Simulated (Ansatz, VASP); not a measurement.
## Cross-check of PtS2 between VASP and Ansatz

Aim: how closely do two programs agree when they are given the same cell, functional and k mesh? Of the first pair: The structure shown is the end of the Ansatz relaxation below.

Method: plane waves, with VASP 6.6.1 beside it; single point at PBE, in Ansatz 0.2.0.

### 1. The structure

The cell holds 9 atoms: 3 Pt and 6 S. Cell: a = 5.903 Å, b = 5.903 Å, c = 30.000 Å, α = 90.0°, β = 90.0°, γ = 60.0°. It derives from PtS2. Vacuum lies along c.

### 2. Ansatz: relaxation, PBE

Ansatz runs on its PAW soft_1 files.

This run makes the geometry at which the two programs are then compared.

Input file input.yaml:

```yaml
crystal:
  lattice:
    - [5.1124130393, 2.9516530446, 0.0]
    - [-1.0e-10, 5.9033060889, 0.0]
    - [0.0, 0.0, 30.0]
  atoms:
    - { symbol: Pt, position: [1.0624064073, 0.3333333333, 0.3333333333] }
    - { symbol: Pt, position: [0.3333333333, 0.6042602593, 0.3333333333] }
    - { symbol: Pt, position: [0.6042602593, 0.0624064073, 0.3333333333] }
    - { symbol: S, position: [0.3333333333, 0.9759149321, 0.3818185697] }
    - { symbol: S, position: [0.6907517345, 0.3333333333, 0.3818185697] }
    - { symbol: S, position: [-0.0240850679, 0.6907517345, 0.3818185697] }
    - { symbol: S, position: [0.3333333333, 0.9759149321, 0.2848480969] }
    - { symbol: S, position: [0.6907517345, 0.3333333333, 0.2848480969] }
    - { symbol: S, position: [-0.0240850679, 0.6907517345, 0.2848480969] }
  periodic: [true, true, false]
kpoints:
  mp_grid: { grid: [9, 9, 1] }
hamiltonian:
  xc: pbe
  pseudopotentials: { kind: paw, azcp: { folder: soft_1 } }
scf:
  occupations: { method: methfessel_paxton, width: 0.2 }
output:
  forces: true
  stress: true
  eigenvalues: true
relax:
  adjacent_minimum: "off"
  f_tol: 0.001
  max_steps: 60
  cell: { stress_2d_tol: 0.002 }
```

On the command line:

```
$ ansatz run input.yaml --threads 4 --pin off --max-ram 16384MiB --backend cpu --events-out ev --progress --plain --runs-dir out
```

Numbers of over 12 decimals in the logs are rounded to 6 here.

Log:

```text
Engine: ansatz 0.2.0, aarch64-unknown-linux-gnu
Pseudopotentials: kind: paw
Pseudopotential: Pt, paw, valence charge 18, recommended cutoff 420 eV (normal), soft_1/Pt.paw.azcp
Pseudopotential: S, paw, valence charge 6, recommended cutoff 420 eV (normal), soft_1/S.paw.azcp
Functional definition: PBE
  parameter kappa = 0.804
  parameter beta = 0.066725
  exchange = pbe_x(kappa = kappa, mu = beta*pi^2/3)
  correlation = pbe_c(beta = beta)
Crystal: 9 atoms, lattice volume = 905.404 Å³
Basis set: ecut = 420 eV, 17597 PW (Γ), exchange–correlation on 80×80×432 points (8 copies of the dense FFT grid, shifted against one another)
Bands: 54, of which v1, the nominal top of the filled ones, is band 45 counted from 1 (44 counted from 0)
Symmetry: 12 space group operations
Space group: P-62m (ITA 189), of the structure as read, at distance tolerance 9.7e-5 Å
k-points: 12 of 81 (time reversal used)
Non-local potential: Pt, projectors of the file, l = 0: 3, l = 1: 2, l = 2: 2, l = 3: 1
Non-local potential: S, projectors of the file, l = 0: 2, l = 1: 2, l = 2: 1
PAW form: soft (Blöchl's): semilocal exchange-correlation on the pseudo side does not see the compensation charge
PAW one-centre angular grid: Pt, 590 points (default); XC on 64 Gauss nodes
PAW one-centre angular grid: S, 110 points (default); XC on 64 Gauss nodes
Initial density: superposition of atomic densities (neutral atoms: chi_scale 0, normalization atom)
Initial wavefunctions: pseudopotential atomic-orbital guess
Functional: x = pbe(κ = 0.804, μ = 0.219515), c = pbe(β = 0.066725)
SCF iter   1: F=—  HF=-42989.301959 eV  |F-HF|=—  |Δ(HF+E_count)|=         —  Δρ=4.31e-2  dr2=2.66e1  ethr=3.10e-3  ⟨swp⟩=15.0  Hψ=4610  notcnv=0
preconditioner: auto → LDOS  [metal: Δε(μ)=0.125 eV  Ē_g=7.824 eV  σ=0.200 eV  W_gap=0.49  n_scr=94 (ndim 8)  ℏωp=10.0 eV  f_vac=0.773  D(μ)=1.42/eV (n_scr^D=4)  β→1.0]
SCF iter   2: F=—  HF=-42994.003585 eV  |F-HF|=—  |Δ(HF+E_count)|=    4.70e0  S|Δr|=    0.00e0  Δρ=5.56e-2  dr2=5.02e1  ethr=3.10e-3  ⟨swp⟩=6.2  Hψ=2310  notcnv=0  defer=13
SCF iter   3: F=—  HF=-42985.694816 eV  |F-HF|=—  |Δ(HF+E_count)|=    8.31e0  S|Δr|=    0.00e0  Δρ=1.75e-2  dr2=5.21e0  ethr=3.10e-3  ⟨swp⟩=4.4  Hψ=1886  notcnv=0  defer=12
SCF iter   4: F=—  HF=-42984.956699 eV  |F-HF|=—  |Δ(HF+E_count)|=   7.38e-1  S|Δr|=    0.00e0  Δρ=2.66e-3  dr2=9.22e-2  ethr=3.10e-3  ⟨swp⟩=3.9  Hψ=1505  notcnv=0  defer=12
SCF iter   5: F=—  HF=-42984.953109 eV  |F-HF|=—  |Δ(HF+E_count)|=   3.59e-3  S|Δr|=    0.00e0  Δρ=8.52e-4  dr2=9.18e-3  ethr=1.02e-4  ⟨swp⟩=3.5  Hψ=1535  notcnv=0  defer=12
SCF iter   6: F=—  HF=-42984.951383 eV  |F-HF|=—  |Δ(HF+E_count)|=   1.73e-3  S|Δr|=    0.00e0  Δρ=1.72e-4  dr2=3.85e-4  ethr=1.02e-5  ⟨swp⟩=3.5  Hψ=1557  notcnv=0  defer=12
SCF iter   7: F=—  HF=-42984.951440 eV  |F-HF|=—  |Δ(HF+E_count)|=   5.70e-5  S|Δr|=    0.00e0  Δρ=6.46e-5  dr2=4.47e-5  ethr=4.27e-7  ⟨swp⟩=2.9  Hψ=1475  notcnv=0  defer=12
SCF iter   8: F=—  HF=-42984.951726 eV  |F-HF|=—  |Δ(HF+E_count)|=   2.85e-4  S|Δr|=    0.00e0  Δρ=1.57e-5  dr2=4.59e-6  ethr=4.96e-8  ⟨swp⟩=3.5  Hψ=1562  notcnv=0  defer=12
SCF iter   9: F=—  HF=-42984.951726 eV  |F-HF|=—  |Δ(HF+E_count)|=   2.76e-7  S|Δr|=    0.00e0  Δρ=7.25e-6  dr2=4.18e-7  ethr=5.10e-9  ⟨swp⟩=3.5  Hψ=1509  notcnv=0  defer=12
SCF iter  10: F=-42984.951728 eV  HF=-42984.951727 eV  |F-HF|=1.47e-7  |Δ(HF+E_count)|=   1.52e-6  S|Δr|=    0.00e0  Δρ=1.93e-6  dr2=3.58e-8  ethr=1.11e-10  ⟨swp⟩=27.4  Hψ=4623  notcnv=0
SCF 1 converged in 10 iterations: F = -42984.951728 eV  dr2 = 3.58e-8
  greatest PAW one-centre occupation: 1.000 electrons in one spin orbital (limit 2), on the Pt atom at site 2 (counted from 0), in its partial waves of l = 0
relax step   1: F+E_penalty+E_count = -42984.95172756 eV  Δ(F+E_penalty+E_count) = +0.000e0 eV  max|allowed force component| = 5.473e-4 eV/Å  Δτ_max = 0.0000 Å  P = +0.003 N/m  Ω = 905.404 Å³  fix = [c, alpha, beta]  reactions: c +0.000 N/m  (10 SCF iters, dr2 threshold 1.00e-7 eV, accepted)
Crystal: 9 atoms, lattice volume = 905.455 Å³
Initial density: handed on by an earlier stage of this run
Initial wavefunctions: those handed on with the density
[...]
preconditioner: auto → LDOS  [metal: Δε(μ)=0.084 eV  Ē_g=7.768 eV  σ=0.200 eV  W_gap=0.35  n_scr=94 (ndim 8)  ℏωp=10.0 eV  f_vac=0.775  D(μ)=6.34/eV (n_scr^D=10)  β→1.0]
[...]
Initial wavefunctions: pseudopotential atomic-orbital guess (no wavefunctions were taken with the density)
[...]
eigensolver tolerance schedule: the retry pair's looser diagonalisation over-reported the residual by 15382.87 of it (diagonalisation noise at an unbounded share of the residual, at the tolerance the schedule requests for it); recorded, not acted on — ethr = c·dr2/N_el stays at c = 1.0e-1
preconditioner: auto → LDOS  [metal: Δε(μ)=0.084 eV  Ē_g=7.769 eV  σ=0.200 eV  W_gap=0.35  n_scr=94 (ndim 8)  ℏωp=10.0 eV  f_vac=0.775  D(μ)=6.34/eV (n_scr^D=10)  β→1.0]
SCF iter   2: F=—  HF=-42984.951729 eV  |F-HF|=—  |Δ(HF+E_count)|=   2.54e-4  S|Δr|=    0.00e0  Δρ=2.41e-6  dr2=1.07e-7  ethr=4.00e-11  ⟨swp⟩=6.8  Hψ=3258  notcnv=0
SCF iter   3: F=—  HF=-42984.951729 eV  |F-HF|=—  |Δ(HF+E_count)|=   4.50e-9  S|Δr|=    0.00e0  Δρ=8.29e-7  dr2=1.14e-8  ethr=4.00e-11  ⟨swp⟩=3.6  Hψ=1540  notcnv=0
SCF iter   4: F=—  HF=-42984.951729 eV  |F-HF|=—  |Δ(HF+E_count)|=  8.88e-10  S|Δr|=    0.00e0  Δρ=5.43e-7  dr2=5.88e-9  ethr=1.27e-11  ⟨swp⟩=1.8  Hψ=859  notcnv=0
SCF iter   5: F=—  HF=-42984.951729 eV  |F-HF|=—  |Δ(HF+E_count)|=  6.55e-10  S|Δr|=    0.00e0  Δρ=3.92e-7  dr2=3.03e-9  ethr=6.54e-12  ⟨swp⟩=2.1  Hψ=973  notcnv=0
SCF iter   6: F=—  HF=-42984.951729 eV  |F-HF|=—  |Δ(HF+E_count)|=  4.00e-10  S|Δr|=    0.00e0  Δρ=3.17e-7  dr2=2.04e-9  ethr=3.37e-12  ⟨swp⟩=1.5  Hψ=804  notcnv=0
SCF iter   7: F=—  HF=-42984.951729 eV  |F-HF|=—  |Δ(HF+E_count)|=  8.73e-11  S|Δr|=    0.00e0  Δρ=2.74e-7  dr2=1.52e-9  ethr=2.27e-12  ⟨swp⟩=1.4  Hψ=706  notcnv=0
SCF iter   8: F=—  HF=-42984.951729 eV  |F-HF|=—  |Δ(HF+E_count)|=  3.35e-10  S|Δr|=    0.00e0  Δρ=1.28e-7  dr2=2.87e-10  ethr=1.69e-12  ⟨swp⟩=2.3  Hψ=1038  notcnv=0
SCF iter   9: F=—  HF=-42984.951729 eV  |F-HF|=—  |Δ(HF+E_count)|=  1.02e-10  S|Δr|=    0.00e0  Δρ=7.95e-8  dr2=1.15e-10  ethr=3.19e-13 (applied; sched 1.00e-12)  ⟨swp⟩=1.8  Hψ=863  notcnv=0
SCF iter  10: F=—  HF=-42984.951729 eV  |F-HF|=—  |Δ(HF+E_count)|=  2.04e-10  S|Δr|=    0.00e0  Δρ=5.40e-9  dr2=2.50e-13  ethr=1.28e-13 (applied; sched 1.00e-12)  ⟨swp⟩=3.2  Hψ=1407  notcnv=0
SCF iter  11: F=-42984.951729 eV  HF=-42984.951729 eV  |F-HF|=7.28e-11  |Δ(HF+E_count)|=  1.60e-10  S|Δr|=    0.00e0  Δρ=1.71e-9  dr2=3.73e-14  ethr=1.00e-12  ⟨swp⟩=17.3  Hψ=4416  notcnv=0
SCF 3 converged in 11 iterations: F = -42984.951729 eV  dr2 = 3.73e-14
relax step   3: F+E_penalty+E_count = -42984.95172878 eV  Δ(F+E_penalty+E_count) = -3.522e-6 eV  max|allowed force component| = 5.315e-4 eV/Å  Δτ_max = 0.0000 Å  P = -0.001 N/m  Ω = 905.455 Å³  fix = [c, alpha, beta]  reactions: c -0.000 N/m  stress off target by 7.01e-4 N/m on what of the cell is left free  SCF on the basis re-selected at this cell (its energy is not comparable with the rows above)  (11 SCF iters)
basis re-selected at this cell: Δ(F+E_penalty+E_count) = -3.522e-6 eV, ΔP = -0.000 N/m vs the last step (what re-selecting the basis moved, of the pressure what is left beyond the Pulay correction that the steps carried, after the strain that the cell walked since its last selection, with what the two solves' SCF thresholds leave and, on support functions, any second-order correction that the steps lacked; it is no m [...]
SCF converged after 11 iterations
Stability not checked: this state was not tested for a lower state beside it, because cold or Methfessel-Paxton smearing, or corrected tetrahedra, fill the levels in a way that the test cannot read (fill_not_monotonic; see scf.lower_state_search)
Free energy (F): -42984.951729 eV
Harris-Foulkes:  -42984.951729 eV  (|F-HF|=7.28e-11)
Internal energy: -42984.982457 eV  (E = F + TS)
E sigma→0 (E₀):  -42984.959411 eV
Entropy (-TS):   0.030728 eV (3.414 meV/atom)
Fermi energy:    -5.269027 eV
--- Per-component energies (eV) ---
  E_band       = -2427.187622
  E_kinetic    = 2407.307332
  E_local      = -160433.230460  (includes V_loc(G=0)·N_el)
  E_nonlocal   = 818.093438
  E_hartree    = 78544.220143
  E_xc         = -1222.284793
  E_vxc        = -1299.679451  (∫ρ·V_xc dr)
  E_paw        = -32100.859321  (= ΣΔE_a)
  E_vpaw       = -1008.122088  (= ΣTr[D̂ρ^β])
  E_aug_tail   = 0.003363  (compensation charges beyond the density's cutoff)
  E_ewald      = 69001.767842
  E_smearing   = 0.030728  (= −TS)
  E_closure    = -0.000000  (closes the sum)
  Σ components = -42984.951729   (vs F -42984.951729, Δ=0.00e0)
--- Forces (eV/Å), atoms counted from 1 ---
  atom   1  Pt     0.00046027     0.00026574     0.00000000
  atom   2  Pt     0.00000000    -0.00053148     0.00000000
  atom   3  Pt    -0.00046027     0.00026574     0.00000000
  atom   4  S      0.00000000    -0.00003052     0.00008124
  atom   5  S      0.00002643     0.00001526     0.00008124
  atom   6  S     -0.00002643     0.00001526     0.00008124
  atom   7  S      0.00000000    -0.00003052    -0.00008124
  atom   8  S      0.00002643     0.00001526    -0.00008124
  atom   9  S     -0.00002643     0.00001526    -0.00008124
  max |Σ_I F_I| component: 6.94e-17 eV/Å
--- 2D stress c σ (N/m, compression-positive) ---
       -0.000701       0.000000       0.000000
        0.000000      -0.000701       0.000000
        0.000000       0.000000       0.000000
  P = ½ c Tr σ = -0.0007 N/m
--- Band table (eV; the first three rows and the last of 12) ---
  k-point 0: bands = [... 41 lower, -6.5785, -6.5785, -5.7026, -5.4432, -5.4432, -5.1256, -4.7134, -4.7134, ... 5 higher]
  k-point 1: bands = [... 41 lower, -6.7055, -6.6644, -5.6930, -5.5605, -5.3139, -5.0785, -4.7881, -4.7400, ... 5 higher]
  k-point 2: bands = [... 41 lower, -6.9847, -6.8659, -5.8366, -5.6270, -5.0297, -4.9511, -4.9414, -4.8172, ... 5 higher]
  k-point 11: bands = [... 41 lower, -6.8877, -6.5498, -5.8813, -5.2303, -5.2303, -5.1249, -5.1249, -4.0193, ... 5 higher]
  ° read free of the cell's end (the report's vacuum.weakly_bound_levels)
--- Relaxed structure (2 steps of the walk, 2 accepted, 1 SCFs on fresh bases) ---
  F+E_penalty+E_count = -42984.95172878 eV   max|allowed force component| = 5.315e-4 eV/Å   (the final SCF, on the basis selected at the relaxed cell)
  cell:  # Å, volume = 905.4549 Å³
    - [5.112556, 2.951736, 0.0]
    - [-1.3660626219336495e-10, 5.903472, 0.0]
    - [0.0, 0.0, 30.0]
  atoms:
    - { symbol: Pt, position: [1.062401, 0.333333, 0.3333333333] }
    - { symbol: Pt, position: [0.333333, 0.604266, 0.3333333333] }
    - { symbol: Pt, position: [0.604266, 0.062401, 0.3333333333] }
    - { symbol: S, position: [0.333333, 0.975919, 0.381818] }
    - { symbol: S, position: [0.690747, 0.333333, 0.381818] }
    - { symbol: S, position: [-0.024081, 0.690747, 0.381818] }
    - { symbol: S, position: [0.333333, 0.975919, 0.284849] }
    - { symbol: S, position: [0.690747, 0.333333, 0.284849] }
    - { symbol: S, position: [-0.024081, 0.690747, 0.284849] }
```

[end of part 1 of 2]

[Lines on the potential files, build, host, timing and source positions are cut from VASP's logs without a mark.]

[Logs are printed without paths, hosts, clocks, repeated set-up lines and the standing remarks that a program may print on its own settings, such as how far it seeks lower states.]

[Hosts, paths, dates, database ids (printed as entryN), source tags and the programs' standing remarks are cut or masked in the printed files.]
